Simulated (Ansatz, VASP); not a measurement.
# BP in two plane-wave programs

Aim: how closely do two programs agree when they are given the same cell, functional and k mesh? The cell is taken from a series of runs on this material, whose earlier steps may have relaxed, scaled, displaced or heated it; both programs get it as it stands.

Calculated with Ansatz 0.2.0; plane waves, with VASP 6.6.1 beside it; zone-centre phonons at LDA.

### 1. Set-up

The structure is cubic, space group F-43m (No. 216). Conventional cell: a = 4.491 Å, b = 4.491 Å, c = 4.491 Å, α = 90.00°, β = 90.00°, γ = 90.00°. Nearest to B lie 4 P at 1.94 Å. Nearest to P lie 4 B at 1.94 Å. Farther neighbours are not listed.

### 2. Ansatz: zone-centre phonons, LDA

Ansatz runs on its PAW soft_1 files.

Second derivatives magnify differences that forces hide, and they need a tight electronic threshold.

Contents of input.yaml:

```yaml
crystal:
  lattice:
    - [0.0, 2.2452912038, 2.2452912038]
    - [2.2452912038, 0.0, 2.2452912038]
    - [2.2452912038, 2.2452912038, 0.0]
  atoms:
    - { symbol: B, position: [0.0, 0.0, 0.0] }
    - { symbol: P, position: [0.75, 0.75, 0.75] }
total_charge: 0.009055
kpoints:
  mp_grid: { grid: [36, 36, 36] }
hamiltonian:
  xc: lda
  pseudopotentials: { kind: paw, azcp: { folder: soft_1 }, xc_functional: pbe }
scf:
  occupations: { method: fermi_dirac, width: 0.03 }
output:
  eigenvalues: true
phonons:
  method: dfpt
```

On the command line:

```console
ansatz run input.yaml --threads 4 --pin off --max-ram 16384MiB --backend cpu --events-out ev --progress --plain --runs-dir out
```

Numbers of over 12 decimals in the logs are rounded to 6 here.

The log of the run:

```text
zone centre: on kpoints.mp_grid the ground state, and the responses unless they are solved on pairs of k-points, stand on 3349 of the mesh's 46656 k-points, reduced under 8 symmetry operations, with k and −k counted as one. Each operation leaves every solved displacement unchanged or reverses it
Engine: ansatz 0.2.0, aarch64-unknown-linux-gnu
Pseudopotentials: kind: paw
Pseudopotential: B, paw, valence charge 3, recommended cutoff 420 eV (normal), soft_1/B.paw.azcp
Pseudopotential: P, paw, valence charge 5, recommended cutoff 420 eV (normal), soft_1/P.paw.azcp
Functional definition: SPW92
  exchange = slater_x
  correlation = pw_c
Crystal: 2 atoms, lattice volume = 22.639 Å³
Basis set: ecut = 420 eV, 459 PW (Γ), exchange–correlation on 48×48×48 points (8 copies of the dense FFT grid, shifted against one another)
Bands: 8, of which v1, the nominal top of the filled ones, is band 4 counted from 1 (3 counted from 0)
Symmetry: 24 space group operations
k-points: 3349 of 46656 (irreducible under 8 space group operations, time reversal used)
Non-local potential: B, projectors of the file, l = 0: 2, l = 1: 2, l = 2: 1
Non-local potential: P, projectors of the file, l = 0: 2, l = 1: 2, l = 2: 1
PAW form: soft (Blöchl's): semilocal exchange-correlation on the pseudo side does not see the compensation charge
PAW frozen core: B, regenerated for the run's functional, and the local potential with it (the file was generated under x = pbe(κ = 0.804, μ = 0.219515), c = pbe(β = 0.066725))
PAW frozen core: P, regenerated for the run's functional, and the local potential with it (the file was generated under x = pbe(κ = 0.804, μ = 0.219515), c = pbe(β = 0.066725))
PAW one-centre angular grid: B, 110 points (default); XC on 64 Gauss nodes
PAW one-centre angular grid: P, 110 points (default); XC on 64 Gauss nodes
Initial density: superposition of atomic densities (chi_scale 0.1, normalization cell, long waves kept (reshape's long-wave potential 0.00 eV rms))
Initial wavefunctions: pseudopotential atomic-orbital guess
Functional: x = slater, c = lda
SCF iter   1: F=—  HF=-877.565150 eV  |F-HF|=—  |Δ(HF+E_count)|=         —  Δρ=9.61e-2  dr2=2.34e0  ethr=3.10e-3  ⟨swp⟩=6.3  Hψ=258832  notcnv=0
preconditioner: auto → none  [metal: Δε(μ)=0.016 eV  Ē_g=13.133 eV  σ=0.030 eV  W_gap=0.13  n_scr=0 (ndim 8)  ℏωp=22.1 eV  f_vac=0.000  D(μ)=0.10/eV (n_scr^D=0)]
SCF iter   2: F=—  HF=-876.779197 eV  |F-HF|=—  |Δ(HF+E_count)|=   7.86e-1  Δρ=2.99e-2  dr2=1.55e-1  ethr=3.10e-3  ⟨swp⟩=3.0  Hψ=82389  notcnv=0
SCF iter   3: F=—  HF=-876.727874 eV  |F-HF|=—  |Δ(HF+E_count)|=   5.13e-2  Δρ=1.12e-2  dr2=1.79e-2  ethr=1.94e-3  ⟨swp⟩=3.0  Hψ=53572  notcnv=0
SCF iter   4: F=—  HF=-876.722538 eV  |F-HF|=—  |Δ(HF+E_count)|=   5.34e-3  Δρ=1.58e-3  dr2=2.64e-4  ethr=2.25e-4  ⟨swp⟩=3.0  Hψ=53573  notcnv=0
SCF iter   5: F=—  HF=-876.722483 eV  |F-HF|=—  |Δ(HF+E_count)|=   5.54e-5  Δρ=6.01e-5  dr2=3.03e-7  ethr=3.30e-6  ⟨swp⟩=2.1  Hψ=35275  notcnv=0
SCF iter   6: F=—  HF=-876.722483 eV  |F-HF|=—  |Δ(HF+E_count)|=   2.27e-7  Δρ=1.19e-5  dr2=1.47e-8  ethr=3.79e-9  ⟨swp⟩=2.3  Hψ=40046  notcnv=0
SCF iter   7: F=—  HF=-876.722483 eV  |F-HF|=—  |Δ(HF+E_count)|=   2.15e-9  Δρ=5.60e-7  dr2=9.28e-11  ethr=1.84e-10  ⟨swp⟩=2.0  Hψ=40159  notcnv=0
SCF iter   8: F=-876.722483 eV  HF=-876.722483 eV  |F-HF|=0.00e0  |Δ(HF+E_count)|=  4.27e-11  Δρ=1.53e-8  dr2=5.71e-14  ethr=1.00e-12  ⟨swp⟩=7.1  Hψ=159739  notcnv=0
SCF 1 converged in 8 iterations: F = -876.722483 eV  dr2 = 5.71e-14
  greatest PAW one-centre occupation: 0.763 electrons in one spin orbital (limit 2), on the P atom at site 1 (counted from 0), in its partial waves of l = 0
DFPT response loops at Γ: preconditioner auto → Kerker (q_TF=auto, 2.294 Å⁻¹) (partly filled bands, converged f_vac=0.000); β = 1.00, the filter's whole step (`scf.mixing.beta` (0.50) is not read by the response loops under this deck's `scf.mixing.preconditioner`; to damp them name `kerker` or `kerker_dos`, under which they read `scf.mixing.beta`, and type it under 1.00, their step now; both keys bind the ground state too); Broyden in place of MSR1
SCF converged after 8 iterations
Free energy (F): -876.722483 eV
Harris-Foulkes:  -876.722483 eV  (|F-HF|=0.00e0)
Internal energy: -876.722221 eV  (E = F + TS)
E sigma→0 (E₀):  -876.722352 eV
Entropy (-TS):   -0.000262 eV (-0.131 meV/atom)
Fermi energy:    9.320695 eV
--- Per-component energies (eV) ---
  E_band       = 22.967131
  E_kinetic    = 122.204050
  E_local      = -61.104451  (includes V_loc(G=0)·N_el)
  E_nonlocal   = 41.748040
  E_hartree    = 16.650143
  E_xc         = -106.459202
  E_vxc        = -101.875175  (∫ρ·V_xc dr)
  E_paw        = -601.417876  (= ΣΔE_a)
  E_vpaw       = -11.305628  (= ΣTr[D̂ρ^β])
  E_aug_tail   = 0.000009  (compensation charges beyond the density's cutoff)
  E_ewald      = -288.506120
  E_core_change = 0.163186  (= ΣΔE_core)
  E_smearing   = -0.000262  (= −TS)
  E_closure    = -0.000000  (closes the sum)
  E_deformation_potential = 0.151658  (in the stress; not in F)
  Σ components = -876.722483   (vs F -876.722483, Δ=0.00e0)
--- Band table (eV; the first three rows and the last of 3349) ---
  k-point 0: bands = ["-6.2082", "9.4628", "9.4628", "9.4628", "12.8922", "12.8922", "12.8922", "17.2897"]
  k-point 1: bands = ["-6.1939", "9.3365", "9.4360", "9.4360", "12.9290", "12.9290", "12.9500", "17.3287"]
  k-point 2: bands = ["-6.1512", "8.9913", "9.3599", "9.3599", "13.0340", "13.0340", "13.0913", "17.4438"]
  k-point 3348: bands = ["-0.9123", "1.4008", "3.5989", "3.7963", "14.6949", "16.1959", "16.8076", "17.0877"]
--- Phonons (Γ-DFPT): 2 representative perturbations + reference, on 3349 of 46656 k-points (Σ response iterations 5) ---
  k mesh reduced under 8 symmetry operations, with k and −k counted as one. Each operation leaves every solved displacement unchanged or reverses it
  ASR residual: 9.072e-6 → 0.000e0 eV/Å²; symmetrization residual: 7.200e-8 eV/Å²
  ASR residual per site (eV/Å²): 9.07e-6 6.58e-6
  Γ frequencies (cm⁻¹): 0.00 0.00 0.00 765.55 765.55 765.55
  non-analytic LO–TO correction: not included (Born effective charges unavailable; polar crystals: no LO–TO splitting at Γ)
```

In the SCF lines HF is the Harris–Foulkes energy and dr2 the Hartree energy of the density residual, in eV; the loop may stop once dr2 is under the threshold and the program's other checks hold. Hψ counts applications of the Hamiltonian.

### 3. VASP: zone-centre phonons, LDA

The same cell, functional (in two slightly different forms), mesh and smearing now go to VASP, with its own data sets.

Lines of VASP's logs that name or quote its potential files are left out, and so is its time.

Contents of INCAR:

```
SYSTEM = BP
PREC = Accurate
ENCUT = 500
EDIFF = 1E-08
NELM = 120
ISMEAR = -1
SIGMA = 0.03
LREAL = .FALSE.
ALGO = Normal
GGA = PW92
NELECT = 7.990945
NBANDS = 9
LORBIT = 11
LWAVE = .FALSE.
LCHARG = .FALSE.
ISIF = 2
IBRION = 8
LASPH = .TRUE.
GGA_COMPAT = .FALSE.
KPAR = 2
```

Contents of POSCAR:

```
BP
1.0
    0.0000000000      2.2452912038      2.2452912038
    2.2452912038      0.0000000000      2.2452912038
    2.2452912038      2.2452912038      0.0000000000
B P
1 1
Direct
    0.0000000000      0.0000000000      0.0000000000
    0.7500000000      0.7500000000      0.7500000000
```

Contents of KPOINTS:

```
Automatic mesh
0
Gamma
36 36 36
0 0 0
```

PAW data sets: B and P (LDA family, release 64).

On the command line:

```console
mpirun -np 2 vasp_std
```

The log of the run:

```text
[banner, memory and clock lines left out]
running    2 mpi-ranks, on    1 nodes
 distrk:  each k-point on    1 cores,    2 groups
 distr:  one band on    1 cores,    1 groups

 POSCAR found type information on POSCAR B P
 POSCAR found :  2 types and       2 ions
|                                                                             |
|               ----> ADVICE to this user running VASP <----                  |
|                                                                             |
|     You enforced a specific xc type in the INCAR file but a different       |
|     [... a line on the potential file left out ...]
|     I HOPE YOU KNOW WHAT YOU ARE DOING!                                     |
|                                                                             |

 LDA part: xc-table for (Slater(with rela. corr.)+PW92), standard interpolation
 POSCAR, INCAR and KPOINTS ok, starting setup
 FFT: planning ... GRIDC
 FFT: planning ... GRID_SOFT
 FFT: planning ... GRID
 WAVECAR not read
 entering main loop
       N       E                     dE             d eps       ncg     rms          rms(c)
DAV:   1     0.748743130629E+01    0.74874E+01   -0.34102E+03 22376   0.668E+02
DAV:   2    -0.149252712681E+02   -0.22413E+02   -0.21295E+02 33165   0.112E+02
DAV:   3    -0.153620453215E+02   -0.43677E+00   -0.43531E+00 26611   0.161E+01
DAV:   4    -0.153637434903E+02   -0.16982E-02   -0.16979E-02 32143   0.107E+00
DAV:   5    -0.153637469853E+02   -0.34949E-05   -0.34951E-05 26114   0.374E-02BRMIX: very serious problems
 the old and the new charge density differ
 old charge density:     8.00000 new    7.99095
BRMIX: very serious problems
 the old and the new charge density differ
 old charge density:     8.00000 new    7.99095
    0.766E+00
DAV:   6    -0.146082996655E+02    0.75545E+00   -0.18275E+00 24310   0.690E+00    0.407E+00
DAV:   7    -0.144866930597E+02    0.12161E+00   -0.30999E-01 31880   0.320E+00    0.128E+00
DAV:   8    -0.144737111675E+02    0.12982E-01   -0.35347E-02 25627   0.112E+00    0.252E-01
DAV:   9    -0.144737262024E+02   -0.15035E-04   -0.70742E-04 29283   0.217E-01    0.160E-01
DAV:  10    -0.144737219583E+02    0.42440E-05   -0.13445E-04 24606   0.757E-02    0.303E-02
DAV:  11    -0.144737240135E+02   -0.20552E-05   -0.61139E-06 33163   0.150E-02    0.361E-02
DAV:  12    -0.144737236889E+02    0.32468E-06   -0.19306E-06 25704   0.680E-03    0.793E-03
DAV:  13    -0.144737236943E+02   -0.54383E-08   -0.48882E-08 27416   0.175E-03
   1 F= -.14473724E+02 E0= -.14473593E+02  d E =-.262112E-03
 Linear response reoptimize wavefunctions to high precision
DAV:   1    -0.144737236925E+02    0.17749E-08   -0.95586E-09 25248   0.501E-04
DAV:   2    -0.144737236925E+02   -0.16030E-10   -0.18323E-10 12983   0.125E-04
 Linear response DOF=           2
 Linear response progress:
  Degree of freedom:   1/  2
       N       E                     dE             d eps       ncg     rms          rms(c)
RMM:   1    -0.464919806615E-01   -0.46492E-01   -0.77104E-03281342   0.128E+00
RMM:   2    -0.429606907507E-01    0.35313E-02   -0.11383E-03181867   0.270E-01    0.165E-01
RMM:   3    -0.429078286004E-01    0.52862E-04   -0.32951E-04186697   0.119E-01    0.855E-02
RMM:   4    -0.434034892015E-01   -0.49566E-03   -0.30887E-04179970   0.110E-01    0.991E-03
RMM:   5    -0.433723063089E-01    0.31183E-04   -0.17033E-06194058   0.146E-02    0.127E-03
RMM:   6    -0.433780166821E-01   -0.57104E-05   -0.14032E-07192458   0.202E-03    0.581E-04
RMM:   7    -0.433764074281E-01    0.16093E-05   -0.81895E-08198148   0.466E-04    0.994E-05
RMM:   8    -0.433770214313E-01   -0.61400E-06   -0.23291E-08202273   0.115E-04    0.257E-05
RMM:   9    -0.433768995312E-01    0.12190E-06   -0.25124E-08206149   0.365E-05    0.307E-06
RMM:  10    -0.433769114012E-01   -0.11870E-07   -0.25575E-08199178   0.105E-05    0.114E-06
RMM:  11    -0.433769089312E-01    0.24700E-08   -0.27510E-08163189   0.683E-06    0.123E-07
 first order change of Fermi-energy   0.53720E-04
 force on displaced ion       1 direction 1 : -17.224   0.000   0.000
 Linear response progress:
  Degree of freedom:   2/  2
       N       E                     dE             d eps       ncg     rms          rms(c)
RMM:   1    -0.437829358914E-01   -0.43783E-01    0.66014E-04268861   0.159E+00
RMM:   2    -0.411244614695E-01    0.26585E-02   -0.10439E-03180883   0.248E-01    0.160E-01
RMM:   3    -0.412026951216E-01   -0.78234E-04   -0.59690E-05189749   0.512E-02    0.899E-02
RMM:   4    -0.415925877817E-01   -0.38989E-03   -0.51500E-05185030   0.494E-02    0.960E-03
RMM:   5    -0.415498253133E-01    0.42762E-04   -0.37570E-06195894   0.994E-03    0.415E-03
RMM:   6    -0.415472425332E-01    0.25828E-05   -0.27858E-08195632   0.121E-03    0.306E-03
RMM:   7    -0.415482283350E-01   -0.98580E-06    0.11683E-07197805   0.640E-04    0.187E-04
RMM:   8    -0.415471927404E-01    0.10356E-05    0.79867E-08201200   0.159E-04    0.119E-04
RMM:   9    -0.415468873865E-01    0.30535E-06    0.94993E-08205881   0.560E-05    0.628E-06
RMM:  10    -0.415468922464E-01   -0.48599E-08    0.48658E-08207906   0.135E-05    0.890E-06
 first order change of Fermi-energy   0.32814E-04
 force on displaced ion       2 direction 1 : -17.226   0.000   0.000
 Linear response finished
```

From OUTCAR (step 3):

```text
NELECT = 7.990945

 ion  position               nearest neighbor table
   1  0.000  0.000  0.000-   2 1.94   2 1.94   2 1.94   2 1.94
   2  0.750  0.750  0.750-   1 1.94   1 1.94   1 1.94   1 1.94

  LATTYP: Found a face centered cubic cell.
 ALAT       =     4.4905824076

 Subroutine GETGRP returns: Found 24 space group operations
 (whereof 24 operations were pure point group operations)

The static configuration has the point symmetry T_d .

 Found   1240 irreducible k-points:

   k-points           NKPTS =   1240   k-points in BZ     NKDIM =   1240   number of bands    NBANDS=      9

   dimension x,y,z NGX =    24 NGY =   24 NGZ =   24
   dimension x,y,z NGXF=    48 NGYF=   48 NGZF=   48

   ENCUT  =  500.0 eV  36.75 Ry    6.06 a.u.   5.79  5.79  5.79*2*pi/ulx,y,z

 k-points in reciprocal lattice and weights: Automatic mesh
   0.00000000  0.00000000  0.00000000       0.000
   0.02777778  0.00000000  0.00000000       0.000
   0.05555556  0.00000000  0.00000000       0.000
   0.08333333  0.00000000  0.00000000       0.000
   0.11111111  0.00000000  0.00000000       0.000
   0.13888889  0.00000000  0.00000000       0.000
   0.16666667  0.00000000  0.00000000       0.000
   0.19444444  0.00000000  0.00000000       0.000
   0.22222222  0.00000000  0.00000000       0.000
[...]
-0.27777778  0.50000000  0.22222222       0.000
  -0.25000000  0.50000000  0.25000000       0.000

 average (electrostatic) potential at core
       1 -29.5632       2 -81.9163

  Total       -0.1541452     -0.1541452     -0.1541452     -0.0000000     -0.0000000     -0.0000000
  in kB      -10.9091922    -10.9091922    -10.9091922     -0.0000000     -0.0000000     -0.0000000
  external PRESSURE =     -10.9091922 kB  Pullay stress =       0.0000000 kB

  energy-cutoff  :      500.00
  volume of cell :       22.64
      direct lattice vectors                 reciprocal lattice vectors
     0.000000000  2.245291204  2.245291204    -0.222688264  0.222688264  0.222688264
     2.245291204  0.000000000  2.245291204     0.222688264 -0.222688264  0.222688264
     2.245291204  2.245291204  0.000000000     0.222688264  0.222688264 -0.222688264

 POSITION                                       TOTAL-FORCE (eV/Angst)
 -----------------------------------------------------------------------------------
      0.00000      0.00000      0.00000        -0.000000     -0.000000     -0.000000
      3.36794      3.36794      3.36794         0.000000      0.000000      0.000000
 -----------------------------------------------------------------------------------
    total drift:                               -0.000000     -0.000000     -0.000000

 Eigenvectors and eigenvalues of the dynamical matrix
 ----------------------------------------------------

   1 f  =   22.919641 THz   144.008351 2PiTHz  764.516928 cm-1    94.787976 meV
             X         Y         Z           dx          dy          dz
      0.000000  0.000000  0.000000     0.098132   -0.336110   -0.786545
      3.367937  3.367937  3.367937    -0.057978    0.198581    0.464706

   2 f  =   22.919641 THz   144.008351 2PiTHz  764.516928 cm-1    94.787976 meV
             X         Y         Z           dx          dy          dz
      0.000000  0.000000  0.000000    -0.220440    0.755022   -0.350143
      3.367937  3.367937  3.367937     0.130240   -0.446082    0.206871

   3 f  =   22.919641 THz   144.008351 2PiTHz  764.516928 cm-1    94.787976 meV
             X         Y         Z           dx          dy          dz
      0.000000  0.000000  0.000000     0.826456    0.241296    0.000000
      3.367937  3.367937  3.367937    -0.488286   -0.142562    0.000000

   4 f/i=    0.000484 THz     0.003041 2PiTHz    0.016147 cm-1     0.002002 meV
             X         Y         Z           dx          dy          dz
      0.000000  0.000000  0.000000    -0.506829    0.034316   -0.026344
      3.367937  3.367937  3.367937    -0.857841    0.058083   -0.044589

   5 f/i=    0.000484 THz     0.003041 2PiTHz    0.016147 cm-1     0.002002 meV
             X         Y         Z           dx          dy          dz
      0.000000  0.000000  0.000000    -0.034475   -0.133239    0.489700
      3.367937  3.367937  3.367937    -0.058352   -0.225516    0.828849

   6 f/i=    0.000484 THz     0.003041 2PiTHz    0.016147 cm-1     0.002002 meV
             X         Y         Z           dx          dy          dz
      0.000000  0.000000  0.000000     0.026136    0.489712    0.135082
      3.367937  3.367937  3.367937     0.044237    0.828868    0.228635

 ELASTIC MODULI CONTR FROM IONIC RELAXATION (kBar)
 Direction    XX          YY          ZZ          XY          YZ          ZX
 --------------------------------------------------------------------------------
 XX          -0.0000     -0.0000     -0.0000     -0.0000     -0.0000     -0.0000
 YY          -0.0000     -0.0000     -0.0000     -0.0000     -0.0000     -0.0000
 ZZ          -0.0000     -0.0000     -0.0000     -0.0000     -0.0000     -0.0000
 XY          -0.0000     -0.0000     -0.0000   -277.6096     -0.0000     -0.0000
 YZ          -0.0000     -0.0000     -0.0000     -0.0000   -277.6096     -0.0000
 ZX          -0.0000     -0.0000     -0.0000     -0.0000     -0.0000   -277.6096
 --------------------------------------------------------------------------------
```

The cell is charged against a uniform background.

### 4. Differences

Known differences besides the potentials themselves: the cutoff is 420 eV in Ansatz and 500 eV in VASP; VASP's log shows a relativistic correction to its local exchange, Ansatz's none. Total energies have different zeros and are not compared.

Both answers:

| quantity | Ansatz | VASP | difference |
| --- | --- | --- | --- |
| optical mode 1 to 3 (cm⁻¹) | 765.5 | 764.5 | +0.14 % |

Modes are paired by rising frequency, not by their patterns, so a pair may set unlike modes beside each other; they are those without the splitting of longitudinal modes. The cell carries a charge of +0.009055 e against a uniform background, so its pressure also hangs on how the neutralising background is counted, and in a defect's cell a gap may be the spacing between its levels.

### 5. What came out

- r.m.s. difference of the optical zone-centre modes, each program's sorted by frequency (zone-centre phonons, LDA): 1.0 cm⁻¹

What this shows: The r.m.s. difference of the optical zone-centre modes, each program's sorted by frequency is 1.0 cm⁻¹ (zone-centre phonons, LDA). How closely two codes agree says nothing of how well the functional describes the real material.

[Lines on the potential files, build, host, timing and source positions are cut from VASP's logs without a mark.]

[Logs are printed without paths, hosts, clocks, repeated set-up lines and the standing remarks that a program may print on its own settings, such as how far it seeks lower states.]

[Hosts, paths, dates, database ids (printed as entryN), source tags and the programs' standing remarks are cut or masked in the printed files.]
